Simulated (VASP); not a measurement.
Data:

```xyz
14
Lattice="-3.2995 3.2995 3.2995 3.2995 -3.2995 3.2995 3.2995 3.2995 -3.2995" Properties=species:S:1:pos:R:3 pbc="T T T"
Hf    -1.6497     2.4746     3.2995
Hf     0.8249     3.2995     1.6497
Hf     1.6497     0.8249     3.2995
Hf     2.4746     3.2995    -1.6497
Hf     3.2995    -1.6497     2.4746
Hf     3.2995     1.6497     0.8249
N      0.4410     3.7405    -0.4410
N      2.0907     1.2087    -1.2087
N      2.8585     2.8585     2.8585
N      1.2087    -1.2087     2.0907
N      3.7405    -0.4410     0.4410
N     -1.2087     2.0907     1.2087
N     -0.4410     0.4410     3.7405
N      1.2087     1.2087     1.2087
```

Method: PBE GGA, VASP's PBE PAW potentials (set 64) (plane waves; VASP 6.6.1). Run with LREAL = Auto, 400 eV cut-off, 6×6×6 Γ-centred mesh, Gaussian smearing of 0.010 eV, potentials Hf_pv N.

At this cut-off the stress carries a Pulay error, which pulls relaxed volumes low.

Task: Give the force on each atom (eV/Å).

Result: 
| atom | Fx | Fy | Fz |
|---|---|---|---|
| Hf1 | 0.000 | 0.000 | 0.000 |
| Hf2 | 0.000 | 0.000 | 0.000 |
| Hf3 | 0.000 | 0.000 | 0.000 |
| Hf4 | 0.000 | 0.000 | 0.000 |
| Hf5 | 0.000 | 0.000 | 0.000 |
| Hf6 | 0.000 | 0.000 | 0.000 |
| N7 | 0.191 | 0.191 | -0.191 |
| N8 | 0.191 | -0.191 | 0.191 |
| N9 | -0.191 | -0.191 | -0.191 |
| N10 | -0.191 | 0.191 | 0.191 |
| N11 | 0.191 | -0.191 | 0.191 |
| N12 | 0.191 | 0.191 | -0.191 |
| N13 | -0.191 | 0.191 | 0.191 |
| N14 | -0.191 | -0.191 | -0.191 |

Task: Give the stress tensor in GPa (positive for a compressed cell).

Result: 
```
11.54   0.00   0.00
 0.00  11.54   0.00
 0.00   0.00  11.54
```
The pressure is its mean diagonal, 11.54 GPa.

The structure comes from a computed database's Hf3N4 entry, a phase known from measurement. The cell was not relaxed at this level.
